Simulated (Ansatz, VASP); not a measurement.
## Cross-check of CrTeSe (1T-CrSeTe bilayer, AA) between VASP and Ansatz

Wanted: the spread between two codes on one cell, functional and k mesh. The structure shown is the start of the Ansatz relaxation below; VASP solves that cell, so the two are compared at the walk's first step.

Method: plane waves, with VASP 6.6.1 beside it; single point at PBE with D3(BJ), DFT+U, in Ansatz 0.2.0.

### 1. Starting point

The cell holds 6 atoms: 2 Te, 2 Cr and 2 Se. Cell: a = 3.450 Å, b = 3.450 Å, c = 50.223 Å, α = 90.0°, β = 90.0°, γ = 120.0°. Vacuum lies along c.

### 2. Ansatz: relaxation, PBE with D3(BJ), DFT+U

Ansatz runs on its default PAW (the set named soft_2) files.

The two programs are compared at the cell with which this relaxation starts, whose forces are those of its first step.

input.yaml reads:

```yaml
crystal:
  lattice:
    - [3.45, 0.0, 0.0]
    - [-1.725, 2.9877876431, 0.0]
    - [0.0, 0.0, 50.2233566827]
  atoms:
    - { symbol: Te, position: [0.6666666667, 0.3333333333, 0.4041944096] }
    - { symbol: Cr, position: [0.0, 0.0, 0.4390262431], spin: 3.0 }
    - { symbol: Se, position: [0.3333333333, 0.6666666667, 0.4681423126] }
    - { symbol: Te, position: [0.6666666667, 0.3333333333, 0.5318576874] }
    - { symbol: Cr, position: [0.0, 0.0, 0.566689521], spin: 3.0 }
    - { symbol: Se, position: [0.3333333333, 0.6666666667, 0.5958055904] }
  periodic: [true, true, false]
magnetization:
  spin_polarized: true
kpoints:
  mp_grid: { grid: [12, 12, 1] }
hamiltonian:
  xc: pbe
  dispersion: d3bj
  hubbard: { sites: [{ species: Cr, l: d, u_eff: 2.0 }] }
scf:
  occupations: { method: fermi_dirac, width: 0.05 }
  convergence: { dr2_threshold: 1.0e-09 }
relax:
  f_tol: 0.004
  max_steps: 90
  cell: {}
output:
  write_potential: true
  write_density: true
  volumetric_format: npy
```

The run is started by

```bash
> ansatz run input.yaml --threads 4 --pin off --max-ram 12288MiB --backend cpu --events-out ev --progress --plain --runs-dir out
```

Numbers of over 12 decimals in the logs are rounded to 6 here.

The program printed:

```text
Warning: relax.cell: scf.convergence.dr2_threshold = 1e-9 eV is looser than the 1.55813346365e-10 eV advised for a relaxation that steers and ends on the stress (1e-10 eV for each atom of the cell: 6, times the square of relax.cell.stress_2d_tol = 0.05 N/m over 19.6 Å (the atoms' height at the walk's start and 5 Å past either face), 2.548e-2 GPa, over a crystal's default 0.05). What an SCF threshold leaves in a stress goes as its square root, and in the free energy as the threshold itself, and one threshold admits the most on a small cell: [figures from the program's tests cut] Set scf.convergence.dr2_threshold to 1.55813346365e-10 eV or tighter. [rest of the remark cut]
Te: projections on atomic orbitals take those of the free atom [Kr] 4d10 5s2 5p4, of charge +0.00 (hamiltonian.pseudopotentials.projection_atoms); the dataset's partial waves leave at most 7.8e-6 of an orbital's norm unspanned inside its sphere
Cr: projections on atomic orbitals take those of the free atom [Ne] 3s2 3p6 3d5 4s1, of charge +0.00 (hamiltonian.pseudopotentials.projection_atoms); the dataset's partial waves leave at most 7.0e-7 of an orbital's norm unspanned inside its sphere
Se: projections on atomic orbitals take those of the free atom [Ar] 3d10 4s2 4p4, of charge +0.00 (hamiltonian.pseudopotentials.projection_atoms); the dataset's partial waves leave at most 2.3e-6 of an orbital's norm unspanned inside its sphere
Engine: ansatz 0.2.0, x86_64-unknown-linux-gnu
Pseudopotentials: kind: paw
Pseudopotential: Te, paw, valence charge 16, recommended cutoff 420 eV (normal), Te.paw.azcp
Pseudopotential: Cr, paw, valence charge 14, recommended cutoff 420 eV (normal), Cr.paw.azcp
Pseudopotential: Se, paw, valence charge 16, recommended cutoff 420 eV (normal), Se.paw.azcp
Functional definition: PBE
  parameter kappa = 0.804
  parameter beta = 0.066725
  exchange = pbe_x(kappa = kappa, mu = beta*pi^2/3)
  correlation = pbe_c(beta = beta)
Crystal: 6 atoms, lattice volume = 517.696 Å³
Basis set: ecut = 420 eV, 10055 PW (Γ), exchange–correlation on 48×48×720 points (8 copies of the dense FFT grid, shifted against one another)
Bands: 59, of which v1, the nominal top of the filled ones, is band 46 counted from 1 (45 counted from 0)
Symmetry: 6 space group operations
Space group: P3m1 (ITA 156), of the structure as read, at distance tolerance 8.0e-5 Å
Magnetic group: BNS 156.49 (UNI 1279), of the structure as read, at distance tolerance 8.0e-5 Å
k-points: 19 of 144 (time reversal used)
Non-local potential: Te, projectors of the file, l = 0: 2, l = 1: 2, l = 2: 2, l = 3: 2
Non-local potential: Cr, projectors of the file, l = 0: 3, l = 1: 2, l = 2: 3, l = 3: 1
Non-local potential: Se, projectors of the file, l = 0: 2, l = 1: 2, l = 2: 3, l = 3: 1
PAW form: soft (Blöchl's): semilocal exchange-correlation on the pseudo side does not see the compensation charge
PAW one-centre angular grid: Te, 590 points (default); XC on 64 Gauss nodes
PAW one-centre angular grid: Cr, 590 points (default); XC on 64 Gauss nodes
PAW one-centre angular grid: Se, 590 points (default); XC on 64 Gauss nodes
Initial density: superposition of atomic densities (neutral atoms: chi_scale 0, normalization atom)
Starting moments: Σ|m| = 6 μB on 2 of 6 sites
Initial wavefunctions: pseudopotential atomic-orbital guess
Functional: x = pbe(κ = 0.804, μ = 0.219515), c = pbe(β = 0.066725)
SCF iter   1: F=—  HF=-31656.710229 eV  |F-HF|=—  |Δ(HF+E_count)|=         —  Δρ=3.45e-2 (↑3.45e-2 ↓2.56e-2)  dr2=2.22e1  dr2_m=2.92e-1  M=4.465 μB ∫|m|=5.923 μB  β_m=0.30  ethr=3.10e-3  ⟨swp⟩=17.9  Hψ=14837  notcnv=0  defer=24
preconditioner: auto → none  [metal: Δε(μ)=0.019 eV  Ē_g=8.984 eV  σ=0.050 eV  W_gap=0.09  n_scr=32 (ndim 8)  ℏωp=9.8 eV  f_vac=0.729  D(μ)=8.06/eV (n_scr^D=26)  sad-step TF]
SCF iter   2: F=—  HF=-31654.566329 eV  |F-HF|=—  |Δ(HF+E_count)|=    2.14e0  Δρ=2.19e-2 (↑2.19e-2 ↓8.80e-3)  dr2=4.85e0  dr2_m=8.59e-1  M=5.353 μB ∫|m|=7.207 μB  β_m=1.00  ethr=3.10e-3  ⟨swp⟩=4.4  Hψ=5869  notcnv=0  defer=167
SCF iter   3: F=—  HF=-31658.649430 eV  |F-HF|=—  |Δ(HF+E_count)|=    4.08e0  Δρ=4.65e-2 (↑4.65e-2 ↓1.38e-2)  dr2=4.36e2  dr2_m=1.77e0  M=4.642 μB ∫|m|=6.189 μB  β_m=0.30  ethr=3.10e-3  ⟨swp⟩=5.2  Hψ=5715  notcnv=0  defer=201
[...]
SCF iter  21: F=—  HF=-31655.270845 eV  |F-HF|=—  |Δ(HF+E_count)|=   1.43e-5  Δρ=3.16e-5 (↑2.48e-5 ↓3.16e-5)  dr2=3.25e-5  dr2_m=2.68e-6  M=5.299 μB ∫|m|=7.755 μB  β_m=0.25  ethr=4.89e-8  ⟨swp⟩=3.0  Hψ=3335  notcnv=0  defer=174
SCF iter  22: F=—  HF=-31655.270846 eV  |F-HF|=—  |Δ(HF+E_count)|=   1.91e-7  Δρ=3.05e-5 (↑3.05e-5 ↓1.59e-5)  dr2=2.71e-6  dr2_m=2.35e-6  M=5.299 μB ∫|m|=7.754 μB  β_m=0.34  ethr=3.53e-8  ⟨swp⟩=2.1  Hψ=2721  notcnv=0  defer=174
SCF iter  23: F=—  HF=-31655.270846 eV  |F-HF|=—  |Δ(HF+E_count)|=   8.76e-7  Δρ=1.90e-5 (↑1.90e-5 ↓1.54e-5)  dr2=1.64e-5  dr2_m=3.47e-7  M=5.299 μB ∫|m|=7.753 μB  β_m=0.34  ethr=2.95e-9  ⟨swp⟩=3.3  Hψ=4598  notcnv=0  defer=174
SCF iter  24: F=—  HF=-31655.270846 eV  |F-HF|=—  |Δ(HF+E_count)|=   1.55e-7  Δρ=6.29e-6 (↑6.29e-6 ↓4.74e-6)  dr2=1.74e-6  dr2_m=9.51e-8  M=5.299 μB ∫|m|=7.753 μB  β_m=0.31  ethr=2.95e-9  ⟨swp⟩=3.0  Hψ=3640  notcnv=0  defer=174
SCF iter  25: F=—  HF=-31655.270846 eV  |F-HF|=—  |Δ(HF+E_count)|=   2.08e-8  Δρ=6.35e-6 (↑6.35e-6 ↓3.95e-6)  dr2=1.58e-6  dr2_m=2.54e-8  M=5.299 μB ∫|m|=7.753 μB  β_m=0.23  ethr=1.89e-9  ⟨swp⟩=3.0  Hψ=3051  notcnv=0  defer=174
SCF iter  26: F=—  HF=-31655.270846 eV  |F-HF|=—  |Δ(HF+E_count)|=   3.79e-8  Δρ=3.11e-6 (↑3.11e-6 ↓2.10e-6)  dr2=1.24e-6  dr2_m=1.87e-8  M=5.299 μB ∫|m|=7.753 μB  β_m=0.17  ethr=1.71e-9  ⟨swp⟩=2.8  Hψ=2780  notcnv=0  defer=174
SCF iter  27: F=—  HF=-31655.270846 eV  |F-HF|=—  |Δ(HF+E_count)|=   6.11e-8  Δρ=2.66e-6 (↑2.66e-6 ↓1.51e-6)  dr2=6.95e-7  dr2_m=1.33e-8  M=5.299 μB ∫|m|=7.753 μB  β_m=0.14  ethr=1.35e-9  ⟨swp⟩=2.6  Hψ=2734  notcnv=0  defer=174
SCF iter  28: F=—  HF=-31655.270846 eV  |F-HF|=—  |Δ(HF+E_count)|=   1.36e-8  Δρ=1.76e-6 (↑1.76e-6 ↓1.12e-6)  dr2=9.63e-8  dr2_m=8.56e-9  M=5.299 μB ∫|m|=7.753 μB  β_m=0.14  ethr=7.55e-10  ⟨swp⟩=1.9  Hψ=2663  notcnv=0  defer=174
SCF iter  29: F=—  HF=-31655.270846 eV  |F-HF|=—  |Δ(HF+E_count)|=   3.11e-9  Δρ=1.54e-6 (↑1.54e-6 ↓8.70e-7)  dr2=5.12e-8  dr2_m=6.35e-9  M=5.299 μB ∫|m|=7.753 μB  β_m=0.22  ethr=1.05e-10  ⟨swp⟩=1.9  Hψ=2449  notcnv=0  defer=174
SCF iter  30: F=—  HF=-31655.270846 eV  |F-HF|=—  |Δ(HF+E_count)|=   9.27e-9  Δρ=1.19e-6 (↑1.19e-6 ↓4.44e-7)  dr2=1.02e-7  dr2_m=2.65e-9  M=5.299 μB ∫|m|=7.753 μB  β_m=0.17  ethr=5.56e-11  ⟨swp⟩=1.9  Hψ=2648  notcnv=0  defer=174
SCF iter  31: F=—  HF=-31655.270846 eV  |F-HF|=—  |Δ(HF+E_count)|=   1.90e-9  Δρ=3.23e-7 (↑3.23e-7 ↓3.20e-7)  dr2=1.92e-9  dr2_m=3.51e-10  M=5.299 μB ∫|m|=7.753 μB  β_m=0.16  ethr=5.56e-11  ⟨swp⟩=2.2  Hψ=2567  notcnv=0  defer=174
SCF iter  32: F=-31655.270846 eV  HF=-31655.270846 eV  |F-HF|=9.82e-10  |Δ(HF+E_count)|=  1.31e-10  Δρ=2.00e-7 (↑2.00e-7 ↓1.66e-7)  dr2=1.17e-10  dr2_m=1.45e-10  M=5.299 μB ∫|m|=7.753 μB  ethr=1.09e-12  ⟨swp⟩=3.7  Hψ=4864  notcnv=0
SCF 1 converged in 32 iterations: F = -31655.270846 eV  dr2 = 1.17e-10
a single-point calculation of the run's input, under the relaxation's own `scf.mixing.negative_modes` where the relaxation goes by `scf.lower_state_search: light` itself or types `scf.max_iter`, was made at the relaxed geometry, from the atoms, in 32 SCF iterations in all. It converged +0.0 meV from the relaxation's final energy, with moments (-0.16, 2.89, -0.22, -0.19, 2.89, -0.23 Bohr magnetons, atom by atom), which does not count as lower, and the relaxation's result stands. No further magnetic order was relaxed to its end, and one can end lower (see `relax.adjacent_minimum`).
SCF converged after 32 iterations
an eigenvalue changed by more than its tolerance at an iteration that met the thresholds in force, so the SCF went on 4 times, its first undamped step at iteration 26: the last check found none over its tolerance
Magnetization: 5.2991 μB (48.6495 up, 43.3505 down)
Absolute magnetization: 7.7241 μB (∫|ρ↑−ρ↓|, with the PAW one-centre terms)
Spin contamination: 0.7443 ħ² per cell (⟨S²⟩ above its minimum at these occupations)
Per-site moments (μB) at R_I (Å): [(-0.161223, 1.147291), (2.890766, 1.014313), (-0.219183, 1.014313), (-0.188279, 1.145659), (2.887961, 1.019044), (-0.230736, 1.019044)]
Free energy (F): -31655.270846 eV
Harris-Foulkes:  -31655.270846 eV  (|F-HF|=8.69e-10)
Internal energy: -31655.252764 eV  (E = F + TS)
E sigma→0 (E₀):  -31655.261805 eV
Entropy (-TS):   -0.018082 eV (-3.014 meV/atom)
Fermi energy:    -5.334036 eV
--- Per-component energies (eV) ---
  E_band       = -3115.158996
  E_kinetic    = 1282.754970
  E_local      = -618965.014008  (includes V_loc(G=0)·N_el)
  E_nonlocal   = -1645.546644
  E_hartree    = 308892.743945
  E_xc         = -734.533594
  E_vxc        = -758.316764  (∫ρ·V_xc dr)
  E_hubbard    = 2.455044  (on-site DFT+U / exact-exchange correction)
  E_vhub       = -4.923809  (the Hubbard potential's part of the band-sum identity)
  E_paw        = -15543.794475  (= ΣΔE_a)
  E_vpaw       = -809.600808  (= ΣTr[D̂ρ^β])
  E_aug_tail   = -0.000830  (compensation charges beyond the density's cutoff)
  E_ewald      = 295058.188354
  E_disp       = -2.505528  (pairwise vdW)
  E_smearing   = -0.018082  (= −TS)
  E_closure    = -0.000000  (closes the sum)
  Σ components = -31655.270846   (vs F -31655.270846, Δ=0.00e0)
--- Forces (eV/Å), atoms counted from 1 ---
  atom   1  Te    -0.00000000     0.00000000     0.00014696
  atom   2  Cr    -0.00000000     0.00000000    -0.00177793
  atom   3  Se    -0.00000000     0.00000000     0.00067863
  atom   4  Te     0.00000000    -0.00000000     0.00018931
  atom   5  Cr     0.00000000     0.00000000     0.00112011
  atom   6  Se     0.00000000     0.00000000    -0.00035798
  max |Σ_I F_I| component: 8.93e-7 eV/Å
--- 2D stress c σ (N/m, compression-positive) ---
        0.024318      -0.000000      -0.000000
       -0.000000       0.024318      -0.000000
       -0.000000      -0.000000       0.000000
  P = ½ c Tr σ = 0.0243 N/m
--- Band table (eV; the first three rows and the last of 38) ---
  k-point 0 ↑: bands = [... 42 lower, -7.0416, -7.0416, -6.0813, -5.2257, -3.8540, -3.8540, -3.6680, -3.6680, ... 9 higher]
  k-point 1 ↑: bands = [... 42 lower, -7.0944, -7.0541, -6.1154, -5.3088, -4.1932, -4.0806, -3.9532, -3.7514, ... 9 higher]
  k-point 2 ↑: bands = [... 42 lower, -7.2215, -7.0970, -6.2480, -5.6801, -4.9863, -4.7484, -4.2510, -4.0242, ... 9 higher]
  k-point 18 ↓: bands = [... 42 lower, -6.8669, -6.8150, -2.7736, -2.6295, -2.3764, -2.3431, -2.2703, -2.1280, ... 9 higher]
  the weakly bound empty levels are not read free of the cell's end (hubbard_term)
--- Relaxed structure (9 steps of the walk, 9 accepted, 1 SCFs on fresh bases) ---
  F+E_penalty+E_count = -31655.27084617 eV   max|allowed force component| = 1.778e-3 eV/Å   (the final SCF, on the basis selected at the relaxed cell)
  cell:  # Å, volume = 541.9325 Å³
    - [3.529835, 0, 0]
    - [-1.764917, 3.056927, 0]
    - [0, 0, 50.2233566827]
  atoms:
    - { symbol: Te, position: [0.666667, 0.333333, 0.404115] }
    - { symbol: Cr, position: [3.8526396144622866e-18, 1.7260537266436754e-18, 0.441801] }
    - { symbol: Se, position: [0.333333, 0.666667, 0.469197] }
    - { symbol: Te, position: [0.666667, 0.333333, 0.529220] }
    - { symbol: Cr, position: [1.4048393810491925e-19, 0, 0.566791] }
    - { symbol: Se, position: [0.333333, 0.666667, 0.594593] }
```

Reading the cycles: dr2 is the Hartree energy of the density residual (eV), the measure of convergence; HF is the Harris–Foulkes estimate of the energy, which meets the free energy F at convergence.

(Part 1 of 2 ends here.)

[Lines on the potential files, build, host, timing and source positions are cut from VASP's logs without a mark.]

[Logs are printed without paths, hosts, clocks, repeated set-up lines and the standing remarks that a program may print on its own settings, such as how far it seeks lower states.]

[Hosts, paths, dates, database ids (printed as entryN), source tags and the programs' standing remarks are cut or masked in the printed files.]
